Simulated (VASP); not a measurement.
**TaAs in VASP: the effect of field v per ang**

TaAs, a slab with vacuum:

```xyz
8
Lattice="3.4436 0.0000 0.0000 0.0000 3.4436 0.0000 0.0000 0.0000 24.7721" Properties=species:S:1:pos:R:3 pbc="T T T"
Ta    1.7218    1.7218    7.5000
Ta    0.0000    1.7218   10.4340
Ta    0.0000    0.0000   13.3679
Ta    1.7218    0.0000   16.3019
As    0.0000    0.0000    8.4701
As    1.7218    0.0000   11.4041
As    1.7218    1.7218   14.3381
As    0.0000    1.7218   17.2721
```

Alike in all runs:

```yaml
Program: VASP 6.6.1
Task: work function
Functional: PBE
Potentials_or_basis: VASP PAW PBE potentials, release 64 (Ta_pv, As)
Cutoff: 520 eV
k_mesh: 8 × 8 × 1
Occupations: fermi-dirac, width 0.05 eV
Spin: no spin polarisation
```

```csv
field v per ang,largest force (eV/Å)
-0.3,?
-0.1,0.83
0,0.83
```

What does the run with field v per ang -0.3 give?

Largest force 0.81 eV/Å.
